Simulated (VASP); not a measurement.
# NaCu3H4 (P-43m) in VASP: further runs

The runs below take NaCu3H4 through single point, relaxation of cell and atoms, with PBE.

All numbers are computed with VASP 6.6.1; they aren't measurements. Logs are shortened: lines on timing, memory, paths and dates and some standing lists are left out, and cuts for length are marked.

## Step 1: The cell of the first run

Symmetry: P-43m, No. 215, cubic system. The conventional cell has a = 4.223 Å, b = 4.223 Å, c = 4.223 Å, α = 90.00°, β = 90.00°, γ = 90.00°. Around Na (site symmetry -43m) lie 4 H at 2.14 Å. Cu (site symmetry -42m) has 4 H at 1.75 Å as nearest neighbours. Around H (site symmetry 3m) lie 3 Cu at 1.75 Å.

The cell was built by a generator and needn't be a form met in nature.

## Step 2: Single point, PBE (species swapped into the Zn3CdSe4 type (P-43m, No. 215))

INCAR reads:

```
PREC = Accurate ; ENCUT = 520
EDIFF = 1E-7 ; ISMEAR = 0
SIGMA = 0.01 ; LREAL = False
LASPH = True ; NELM = 100
ALGO = Normal ; ISIF = 2
LWAVE = False ; LCHARG = False
GGA = PE ; NBANDS = 32
```

KPOINTS reads:

```
Automatic mesh
0
Gamma
  8 8 8
```

POSCAR reads:

```
NaCu3H4
1.0
    4.2226422752      0.0000000000      0.0000000000
    0.0000000000      4.2226422752      0.0000000000
    0.0000000000      0.0000000000      4.2226422752
Na Cu H
1 3 4
Direct
    0.0000000000      0.0000000000      0.0000000000
    0.0000000000      0.5000000000      0.5000000000
    0.5000000000      0.5000000000      0.0000000000
    0.5000000000      0.0000000000      0.5000000000
    0.7077061615      0.7077061615      0.2922938385
    0.7077061615      0.2922938385      0.7077061615
    0.2922938385      0.7077061615      0.7077061615
    0.2922938385      0.2922938385      0.2922938385
```

Potentials or basis: VASP PAW PBE potentials, release 64 (Na_pv, Cu, H).

Launch:

```bash
> cat potpaw_PBE.64/Na_pv/POTCAR potpaw_PBE.64/Cu/POTCAR potpaw_PBE.64/H/POTCAR > POTCAR
> mpirun -np 1 vasp_std > vasp.out
```

OUTCAR:

```text
PREC = Accurate
   ENCUT = 520
   EDIFF = 1E-7
   ISMEAR = 0
   LREAL = False
   LASPH = True
   NELM = 100
   ISIF = 2
   GGA = PE

 ion  position               nearest neighbor table
   1  0.000  0.000  0.000-
   2  0.000  0.500  0.500-   5 1.75   6 1.75   7 1.75   8 1.75
   3  0.500  0.500  0.000-   5 1.75   6 1.75   7 1.75   8 1.75
   4  0.500  0.000  0.500-   5 1.75   6 1.75   7 1.75   8 1.75
   5  0.708  0.708  0.292-   3 1.75   2 1.75   4 1.75
   6  0.708  0.292  0.708-   3 1.75   2 1.75   4 1.75
   7  0.292  0.708  0.708-   3 1.75   2 1.75   4 1.75
   8  0.292  0.292  0.292-   3 1.75   2 1.75   4 1.75

  LATTYP: Found a simple cubic cell.
 ALAT       =     4.2226422752

  Lattice vectors:

 A1 = (   4.2226422752,   0.0000000000,   0.0000000000)
 A2 = (   0.0000000000,   4.2226422752,   0.0000000000)
 A3 = (   0.0000000000,   0.0000000000,   4.2226422752)

Analysis of symmetry for initial positions (statically):
=====================================================================
 Subroutine PRICEL returns:
 Original cell was already a primitive cell.

 Routine SETGRP: Setting up the symmetry group for a
 simple cubic supercell.

 Subroutine GETGRP returns: Found 24 space group operations
 (whereof 24 operations were pure point group operations)
 out of a pool of 48 trial point group operations.

The static configuration has the point symmetry T_d .

Analysis of symmetry for dynamics (positions and initial velocities):
=====================================================================
 Subroutine PRICEL returns:
 Original cell was already a primitive cell.

 Routine SETGRP: Setting up the symmetry group for a
 simple cubic supercell.

 Subroutine GETGRP returns: Found 24 space group operations
 (whereof 24 operations were pure point group operations)
 out of a pool of 48 trial point group operations.

The dynamic configuration has the point symmetry T_d .

 Subroutine INISYM returns: Found 24 space group operations
 (whereof 24 operations are pure point group operations),
 and found     1 'primitive' translations

----------------------------------------------------------------------------------------

                                     Primitive cell

  volume of cell :      75.2927

[... 104 lines left out ...]
   IBRION =     -1    ionic relax: 0-MD 1-quasi-New 2-CG
   NFREE  =      0    steps in history (QN), initial steepest desc. (CG)
   ISIF   =      2    stress and relaxation
   ISYM   =      2    0-nonsym 1-usesym 2-fastsym
   POTIM  = 0.5000    time-step for ionic-motion
   TEBEG  =    0.0;   TEEND  =   0.0 temperature during run
   PSTRESS=    0.0 pullay stress
   NELECT =      44.0000    total number of electrons
   NUPDOWN=      -1.0000    fix difference up-down
   EMIN   =  10.00;   EMAX   =-10.00  energy-range for DOS
   EFERMI =   0.00;   METHOD = LEGACY
   ISMEAR =     0;   SIGMA  =   0.01  broadening in eV -4-tet -1-fermi 0-gaus
   EFERMI_NEDOS =   21; number of points for ismear=-14 and -15
   IALGO  =     38    algorithm
   IMIX   =      4    mixing-type and parameters
     AMIX     =   0.40;   BMIX     =  1.00
     AMIX_MAG =   1.60;   BMIX_MAG =  1.00
  volume/ion in A,a.u.               =       9.41        63.51
  Fermi-wavevector in a.u.,A,eV,Ry     =   1.368699  2.586467 25.488314  1.873338
  Thomas-Fermi vector in A             =   2.494640
   LORBIT       =      0    0 simple, 1 ext, 2 COOP (PROOUT), +10 PAW based schemes
   GGA     = PE    functional components
   LHFCALC =     F    Hartree Fock is set to
   AEXX    =    0.0000 exact exchange contribution
   IVDW    =     0    specifies the selected vdW correction
   LEPSILON=     F    determine dielectric tensor
   LRPA    =     F    only Hartree local field effects (RPA)
 non-spin polarized calculation
 Gauss-broadening in eV      SIGMA  =   0.01
  energy-cutoff  :      520.00
  volume of cell :       75.29
 maximum number of plane-waves:      2048
 NGX is ok and might be reduce to    32
   NGX = 15   NGY = 15   NGZ = 15

 number of electron      44.0000107 magnetization

 Free energy of the ion-electron system (eV)
  ---------------------------------------------------
  ext. energy  EPLUGINS =         0.00000000
  ---------------------------------------------------
  free energy    TOTEN  =       -25.28526046 eV

  energy without entropy =      -25.28526046  energy(sigma->0) =      -25.28526046

 E-fermi :   3.7230     XC(G=0): -10.4722

 val. band max:        3.6669831672   @ k =   0.5000   0.1250   0.0000
 cond. band min:       3.9298815491   @ k =   0.5000   0.5000   0.5000
 fundamental gap:      0.2628983820
 Fermi energy:         3.7229795285

 k-point     1 :       0.0000    0.0000    0.0000
  band No.  band energies     occupation
      1     -19.6125      2.00000
      2     -19.6125      2.00000
      3     -19.6125      2.00000
      4      -5.6151      2.00000
      5      -1.3287      2.00000
      6      -1.3287      2.00000
[... 829 lines left out ...]
     31      14.2943      0.00000
     32      15.2253      0.00000

 [... further k-points ...]

------------------------ aborting loop because EDIFF is reached ----------------------------------------

  FORCE on cell =-STRESS in cart. coord.  units (eV):
  Direction    XX          YY          ZZ          XY          YZ          ZX
  --------------------------------------------------------------------------------------
  -------------------------------------------------------------------------------------
  Total        0.0917606      0.0917606      0.0917606      0.0000000      0.0000000      0.0000000
  in kB        1.9526040      1.9526040      1.9526040      0.0000000      0.0000000      0.0000000
  external PRESSURE =       1.9526040 kB  Pullay stress =       0.0000000 kB

 VOLUME and BASIS-vectors are now :
 -----------------------------------------------------------------------------
  energy-cutoff  :      520.00
  volume of cell :       75.29
      direct lattice vectors                 reciprocal lattice vectors
     4.222642275  0.000000000  0.000000000     0.236818545  0.000000000  0.000000000
     0.000000000  4.222642275  0.000000000     0.000000000  0.236818545  0.000000000
     0.000000000  0.000000000  4.222642275     0.000000000  0.000000000  0.236818545

 POSITION                                       TOTAL-FORCE (eV/Angst)
 -----------------------------------------------------------------------------------
      0.00000      0.00000      0.00000        -0.000000     -0.000000     -0.000000
      0.00000      2.11132      2.11132        -0.000000      0.000000     -0.000000
      2.11132      2.11132      0.00000        -0.000000      0.000000     -0.000000
      2.11132      0.00000      2.11132        -0.000000      0.000000     -0.000000
      2.98839      2.98839      1.23425         0.005141      0.005141     -0.005141
      2.98839      1.23425      2.98839         0.005141     -0.005141      0.005141
      1.23425      2.98839      2.98839        -0.005141      0.005141      0.005141
      1.23425      1.23425      1.23425        -0.005141     -0.005141     -0.005141
 -----------------------------------------------------------------------------------
    total drift:                                0.000000      0.000000     -0.000000

  FREE ENERGIE OF THE ION-ELECTRON SYSTEM (eV)
  ---------------------------------------------------
  free  energy   TOTEN  =       -25.2852604598 eV

  energy  without entropy=      -25.2852604598  energy(sigma->0) =      -25.28526046
```

It took 36 s on 1 thread of Intel Xeon 6975P-C (Granite Rapids), shared host; peak memory 0.22 GiB.

What came out:

- Free energy: -25.2853 eV
- Pressure: 0.2 GPa
- Largest force: 0.009 eV/Å
- Band gap on the k mesh: 0.26 eV, indirect (least direct gap 1.46 eV)

Forces in eV/Å, atoms in the order of the input:
```
Na   0.000  0.000  0.000
Cu   0.000  0.000  0.000
Cu   0.000  0.000  0.000
Cu   0.000  0.000  0.000
H    0.005  0.005 -0.005
H    0.005 -0.005  0.005
H   -0.005  0.005  0.005
H   -0.005 -0.005 -0.005
```

A k mesh can miss the band edges.

## Step 3: Relaxation of cell and atoms, PBE (species swapped into the Zn3CdSe4 type (P-43m, No. 215))

INCAR reads:

```
ALGO = Fast
EDIFF = 1E-7
EDIFFG = -0.01
ENCUT = 600
GGA = PE
IBRION = 2
ISIF = 3
ISMEAR = 0
LASPH = True
LCHARG = False
LREAL = False
LWAVE = False
NELM = 60
NSW = 100
PREC = Accurate
SIGMA = 0.01
```

KPOINTS reads:

```
k-points
0
Gamma
  8 8 8
```

POSCAR reads:

```
NaCu3H4
1.0
    4.2254142509      0.0000000000      0.0000000000
    0.0000000000      4.2254142509      0.0000000000
    0.0000000000      0.0000000000      4.2254142509
Na Cu H
1 3 4
Direct
    0.0000000000      0.0000000000      0.0000000000
    0.0000000000      0.5000000000      0.5000000000
    0.5000000000      0.5000000000      0.0000000000
    0.5000000000      0.0000000000      0.5000000000
    0.7080983947      0.7080983947      0.2919016053
    0.7080983947      0.2919016053      0.7080983947
    0.2919016053      0.7080983947      0.7080983947
    0.2919016053      0.2919016053      0.2919016053
```

Potentials or basis: VASP PAW PBE potentials, release 64 (Na_pv, Cu, H).

Launch:

```bash
> cat potpaw_PBE.64/Na_pv/POTCAR potpaw_PBE.64/Cu/POTCAR potpaw_PBE.64/H/POTCAR > POTCAR
> mpirun -np 1 vasp_std > vasp.out
```

OUTCAR:

```text
EDIFF = 1E-7
   EDIFFG = -0.01
   ENCUT = 600
   GGA = PE
   IBRION = 2
   ISIF = 3
   ISMEAR = 0
   LASPH = True
   LREAL = False
   NELM = 60
   NSW = 100
   PREC = Accurate

 ion  position               nearest neighbor table
   1  0.000  0.000  0.000-
   2  0.000  0.500  0.500-   5 1.75   6 1.75   7 1.75   8 1.75
   3  0.500  0.500  0.000-   5 1.75   6 1.75   7 1.75   8 1.75
   4  0.500  0.000  0.500-   5 1.75   6 1.75   7 1.75   8 1.75
   5  0.708  0.708  0.292-   2 1.75   3 1.75   4 1.75
   6  0.708  0.292  0.708-   2 1.75   3 1.75   4 1.75
   7  0.292  0.708  0.708-   2 1.75   3 1.75   4 1.75
   8  0.292  0.292  0.292-   2 1.75   3 1.75   4 1.75

  LATTYP: Found a simple cubic cell.
 ALAT       =     4.2254142509

  Lattice vectors:

 A1 = (   4.2254142509,   0.0000000000,   0.0000000000)
 A2 = (   0.0000000000,   4.2254142509,   0.0000000000)
 A3 = (   0.0000000000,   0.0000000000,   4.2254142509)

Analysis of symmetry for initial positions (statically):
=====================================================================
 Subroutine PRICEL returns:
 Original cell was already a primitive cell.

 Routine SETGRP: Setting up the symmetry group for a
 simple cubic supercell.

 Subroutine GETGRP returns: Found 24 space group operations
 (whereof 24 operations were pure point group operations)
 out of a pool of 48 trial point group operations.

The static configuration has the point symmetry T_d .

Analysis of symmetry for dynamics (positions and initial velocities):
=====================================================================
 Subroutine PRICEL returns:
 Original cell was already a primitive cell.

 Routine SETGRP: Setting up the symmetry group for a
 simple cubic supercell.

 Subroutine GETGRP returns: Found 24 space group operations
 (whereof 24 operations were pure point group operations)
 out of a pool of 48 trial point group operations.

The dynamic configuration has the point symmetry T_d .
[... 139 lines left out ...]
   IVDW    =     0    specifies the selected vdW correction
   LEPSILON=     F    determine dielectric tensor
   LRPA    =     F    only Hartree local field effects (RPA)
 conjugate gradient relaxation of ions
 non-spin polarized calculation
 RMM-DIIS sequential band-by-band and
 Gauss-broadening in eV      SIGMA  =   0.01
  energy-cutoff  :      600.00
  volume of cell :       75.44
 maximum number of plane-waves:      2542
 NGX is ok and might be reduce to    36
   NGX = 17   NGY = 17   NGZ = 17

 number of electron      43.9999996 magnetization

 Free energy of the ion-electron system (eV)
  ---------------------------------------------------
  ext. energy  EPLUGINS =         0.00000000
  ---------------------------------------------------
  free energy    TOTEN  =       -25.28808422 eV

  energy without entropy =      -25.28808422  energy(sigma->0) =      -25.28808422

 E-fermi :   3.7043     XC(G=0): -10.4631

 val. band max:        3.6488916806   @ k =   0.5000   0.1250   0.0000
 cond. band min:       3.9140384306   @ k =   0.5000   0.5000   0.5000
 fundamental gap:      0.2651467500
 Fermi energy:         3.7042820705

 k-point     1 :       0.0000    0.0000    0.0000
  band No.  band energies     occupation
      1     -19.6282      2.00000
      2     -19.6282      2.00000
      3     -19.6282      2.00000
      4      -5.6137      2.00000
      5      -1.3365      2.00000
      6      -1.3365      2.00000
[... 709 lines left out ...]
     26       9.7086      0.00000
     27      10.3237      0.00000

 [... further k-points ...]

------------------------ aborting loop because EDIFF is reached ----------------------------------------

  FORCE on cell =-STRESS in cart. coord.  units (eV):
  Direction    XX          YY          ZZ          XY          YZ          ZX
  --------------------------------------------------------------------------------------
  -------------------------------------------------------------------------------------
  Total        0.0346652      0.0346652      0.0346652     -0.0000000      0.0000000     -0.0000000
  in kB        0.7362010      0.7362010      0.7362010     -0.0000000      0.0000000     -0.0000000
  external PRESSURE =       0.7362010 kB  Pullay stress =       0.0000000 kB

 VOLUME and BASIS-vectors are now :
 -----------------------------------------------------------------------------
  energy-cutoff  :      600.00
  volume of cell :       75.44
      direct lattice vectors                 reciprocal lattice vectors
     4.225414251  0.000000000  0.000000000     0.236663186  0.000000000  0.000000000
     0.000000000  4.225414251  0.000000000     0.000000000  0.236663186  0.000000000
     0.000000000  0.000000000  4.225414251     0.000000000  0.000000000  0.236663186

 POSITION                                       TOTAL-FORCE (eV/Angst)
 -----------------------------------------------------------------------------------
      0.00000      0.00000      0.00000        -0.000000      0.000000     -0.000000
      0.00000      2.11271      2.11271        -0.000000      0.000000     -0.000000
      2.11271      2.11271      0.00000        -0.000000      0.000000     -0.000000
      2.11271      0.00000      2.11271        -0.000000      0.000000     -0.000000
      2.99201      2.99201      1.23341        -0.001134     -0.001134      0.001134
      2.99201      1.23341      2.99201        -0.001134      0.001134     -0.001134
      1.23341      2.99201      2.99201         0.001134     -0.001134     -0.001134
      1.23341      1.23341      1.23341         0.001134      0.001134      0.001134
 -----------------------------------------------------------------------------------
    total drift:                               -0.000000     -0.000000      0.000000

  FREE ENERGIE OF THE ION-ELECTRON SYSTEM (eV)
  ---------------------------------------------------
  free  energy   TOTEN  =       -25.2880842226 eV

  energy  without entropy=      -25.2880842226  energy(sigma->0) =      -25.28808422

 reached required accuracy - stopping structural energy minimisation
```

Run time: 68 s. Hardware: 1 thread of Intel Xeon 6975P-C (Granite Rapids), shared host; peak memory 0.25 GiB.

Results:

| Item | Value |
| --- | --- |
| Free energy | -25.2881 eV |
| Pressure after relaxing | 0.1 GPa |
| Band gap on the k mesh | 0.27 eV, indirect (least direct gap 1.46 eV) |

Final structure:
```cif
data_structure
_symmetry_space_group_name_H-M 'P 1'
_symmetry_Int_Tables_number 1
_cell_length_a 4.2254
_cell_length_b 4.2254
_cell_length_c 4.2254
_cell_angle_alpha 90.000
_cell_angle_beta 90.000
_cell_angle_gamma 90.000
_cell_volume 75.44
loop_
_atom_site_label
_atom_site_type_symbol
_atom_site_fract_x
_atom_site_fract_y
_atom_site_fract_z
_atom_site_occupancy
Na1 Na 0.00000 0.00000 0.00000 1
Cu1 Cu 0.00000 0.50000 0.50000 1
Cu2 Cu 0.50000 0.50000 0.00000 1
Cu3 Cu 0.50000 0.00000 0.50000 1
H1 H 0.70810 0.70810 0.29190 1
H2 H 0.70810 0.29190 0.70810 1
H3 H 0.29190 0.70810 0.70810 1
H4 H 0.29190 0.29190 0.29190 1
```

Levels at points of the mesh, in eV from the valence-band top:
```csv
k point,band 18,band 19,band 20,band 21,band 22,band 23,band 24,band 25,band 26,band 27
"(0.00, 0.00, 0.00)",-1.82,-1.82,-1.49,-1.49,-1.49,2.73,2.73,5.51,8.53,8.65
"(0.50, 0.00, 0.00)",-2.14,-1.99,-1.82,-0.04,-0.04,3.80,4.46,4.46,4.69,5.36
"(0.50, 0.50, 0.00)",-2.21,-2.15,-1.33,-1.33,-1.23,3.15,3.49,3.49,5.46,7.06
"(0.50, 0.50, 0.50)",-1.86,-1.86,-1.40,-1.40,-1.40,0.27,0.27,0.27,4.22,11.20
```

Caveat: the relaxation stopped at its first step, so nothing moved.

(Continued in part 2 of 2.)
